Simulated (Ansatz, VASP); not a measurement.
# SnTe in two plane-wave programs, part 2 of 2

Aim: how closely do two programs agree when they are given the same cell, functional and k mesh? The structure shown is the end of the Ansatz relaxation below.

VASP 6.6.1 and Ansatz 0.2.0.

So far. Step 6 (VASP: single point, LDA, pair 2): The run ends at a pressure of 0.64 GPa.

### Step 7. Comparison

What differs besides the data sets and the points named for the pairs above, as far as they apply: the data sets hold 30 valence electrons in Ansatz (on its PAW soft_1 files) and 20 in VASP. Total energies have different zeros and are not compared.

The two programs side by side:

| quantity | Ansatz | VASP | difference |
| --- | --- | --- | --- |
| pressure (GPa) | 0.59 | 0.64 | -0.05 |
| gap on the k mesh (eV) | 0.030 | 0.046 | -0.016 |

A gap on the mesh is an upper bound, since the band edges may lie between its points.

### Step 8. Ansatz: relaxation, LDA

This run makes the geometry at which the two programs are then compared. The cell compared in this pair holds 60.38 Å³, against 59.91 Å³ for the pair before.

The structure compared here is the end of the Ansatz relaxation.

input.yaml

```yaml
crystal:
  lattice:
    - [-0.0155892261, 3.1022560019, 3.117845228]
    - [3.1022560019, -0.0155892261, 3.117845228]
    - [3.0866667758, 3.0866667758, 0.0]
  atoms:
    - { symbol: Sn, position: [0.0, 0.0, 0.0] }
    - { symbol: Te, position: [0.5, 0.5, 0.5] }
  conventional_axes: [[0, 0, 1], [1, -1, 0], [1, 1, -1]]
kpoints:
  mp_grid: { grid: [12, 12, 12] }
hamiltonian:
  xc: lda
  pseudopotentials: { kind: paw, azcp: { folder: soft_1 }, xc_functional: pbe }
scf:
  occupations: { method: gaussian, width: 0.01 }
output:
  forces: true
  stress: true
  eigenvalues: true
relax:
  adjacent_minimum: "off"
  f_tol: 0.001
  max_steps: 60
  cell: { stress_tol: 0.01, fix: [a, angles] }
```

Run with:

```
> ansatz run input.yaml --threads 4 --pin off --max-ram 10240MiB --backend cpu --events-out ev --progress --plain --runs-dir out
```

Numbers of over 12 decimals in the logs are rounded to 6 here.

The log of the run:

```text
[...]
Crystal: 2 atoms, lattice volume = 60.011 Å³
Basis set: ecut = 420 eV, 1211 PW (Γ)
Bands: 19, of which v1, the nominal top of the filled ones, is band 15 counted from 1 (14 counted from 0)
Symmetry: 8 space group operations
[...]
k-points: 280 of 1728
[...]
k-point 279: bands = [... 11 lower, 3.3092, 4.1075, 5.9406, 6.1149, 11.9870, 14.9147, 14.9767, 16.4501]
--- Relaxed structure (3 steps of the walk, 3 accepted, 1 SCFs on fresh bases) ---
[...]
cell:  # Å, volume = 60.3831 Å³
    - [-0.025164, 3.111831, 3.118042]
    - [3.111831, -0.025164, 3.118042]
    - [3.0866667758, 3.0866667758, 0.0]
  atoms:
    - { symbol: Sn, position: [0, 0, 0] }
    - { symbol: Te, position: [0.500000, 0.500000, 0.5] }
[key lines of the parts left out:]
SCF converged after 9 iterations
Free energy (F): -12707.409333 eV
Fermi energy:    9.934127 eV
P = ⅓ Tr σ = 0.1953 GPa (1.953 kbar)
```

### Step 9. VASP: single point, LDA, pair 3

The same cell, functional (in two slightly different forms), mesh and smearing now go to VASP, with its own data sets.

INCAR

```
SYSTEM = SnTe
PREC = Accurate
ENCUT = 500
EDIFF = 1E-06
NELM = 120
ISMEAR = 0
SIGMA = 0.01
LREAL = .FALSE.
ALGO = Normal
GGA = CA
NBANDS = 16
LORBIT = 11
LWAVE = .FALSE.
LCHARG = .FALSE.
ISIF = 2
LASPH = .TRUE.
GGA_COMPAT = .FALSE.
EFERMI = MIDGAP
KPAR = 2
```

POSCAR

```
SnTe
1.0
   -0.0251643895      3.1118311653      3.1180416980
    3.1118311653     -0.0251643895      3.1180416980
    3.0866667758      3.0866667758      0.0000000000
Sn Te
1 1
Direct
    0.0000000000      0.0000000000      0.0000000000
    0.5000000000      0.5000000000      0.5000000000
```

KPOINTS

```
Automatic mesh
0
Gamma
12 12 12
0 0 0
```

PAW data sets: Sn_d and Te (LDA family, release 64).

Run with:

```
> mpirun -np 2 vasp_std
```

The log of the run:

```text
[... set-up lines as in an earlier step ...]
 entering main loop
       N       E                     dE             d eps       ncg     rms          rms(c)
DAV:   1     0.121786324564E+03    0.12179E+03   -0.94819E+03  9072   0.141E+03
DAV:   2     0.135163147622E+01   -0.12043E+03   -0.11782E+03  9952   0.349E+02
DAV:   3    -0.860587683758E+01   -0.99575E+01   -0.99089E+01 11128   0.879E+01
DAV:   4    -0.887599148399E+01   -0.27011E+00   -0.27006E+00 11112   0.159E+01
[...]
DAV:  10    -0.883135604255E+01    0.19769E-04   -0.64204E-05 11856   0.727E-02    0.240E-02
DAV:  11    -0.883135607294E+01   -0.30387E-07   -0.23485E-05 11848   0.391E-02    0.161E-02
DAV:  12    -0.883135564941E+01    0.42353E-06   -0.23120E-06 10000   0.125E-02
   1 F= -.88313556E+01 E0= -.88313556E+01  d E =-.391512E-25
```

Parts of OUTCAR (step 9):

```text
  Total        0.1273193      0.1273193      0.0168249      0.1107146      0.0000000      0.0000000
  in kB        3.3782307      3.3782307      0.4464233      2.9376491      0.0000000      0.0000000
  external PRESSURE =       2.4009615 kB  Pullay stress =       0.0000000 kB

 POSITION                                       TOTAL-FORCE (eV/Angst)
 -----------------------------------------------------------------------------------
      0.00000      0.00000      0.00000         0.000000     -0.000000      0.000000
      3.08667      3.08667      3.11804        -0.000000      0.000000     -0.000000
 -----------------------------------------------------------------------------------
    total drift:                                0.000000     -0.000000     -0.000000

  FREE ENERGIE OF THE ION-ELECTRON SYSTEM (eV)
  ---------------------------------------------------
  free  energy   TOTEN  =        -8.8313556494 eV

  energy  without entropy=       -8.8313556494  energy(sigma->0) =       -8.83135565

[... 1 part as in an earlier step ...]

[... 2 further parts left out ...]
[key lines of the parts left out:]
E-fermi :   7.2242
```

The run ends at a pressure of 0.24 GPa.

### Step 10. Side by side

What differs besides the data sets and the points named for the pairs above, as far as they apply: the data sets hold 30 valence electrons in Ansatz (on its PAW soft_1 files) and 20 in VASP. Total energies have different zeros and are not compared.

Compared:

| quantity | Ansatz | VASP | difference |
| --- | --- | --- | --- |
| pressure (GPa) | 0.20 | 0.24 | -0.04 |
| gap on the k mesh (eV) | 0.125 | 0.138 | -0.013 |

A gap on the mesh is an upper bound, since the band edges may lie between its points.

### Step 11. Results

| Property | Result |
| --- | --- |
| difference in gap on the k mesh (single point, LDA, pair 1) | -0.014 eV |
| difference in gap on the k mesh (single point, LDA, pair 2) | -0.016 eV |
| difference in gap on the k mesh (single point, LDA, pair 3) | -0.013 eV |

What this shows: The difference in gap on the k mesh is -0.016 eV (single point, LDA, pair 2), within the 0.08 eV picked in this series as the mark of a large difference. The data sets hold unlike numbers of valence electrons (30 in Ansatz and 20 in VASP), so part of the differences comes from the potentials. 5 further runs of this series are not shown here. Such differences can come from data sets, numerical settings and the points named under the comparisons, not from the functional's error against experiment.

[Lines on the potential files, build, host, timing and source positions are cut from VASP's logs without a mark.]

[Logs are printed without paths, hosts, clocks, repeated set-up lines and the standing remarks that a program may print on its own settings, such as how far it seeks lower states.]

[Hosts, paths, dates, database ids (printed as entryN), source tags and the programs' standing remarks are cut or masked in the printed files.]
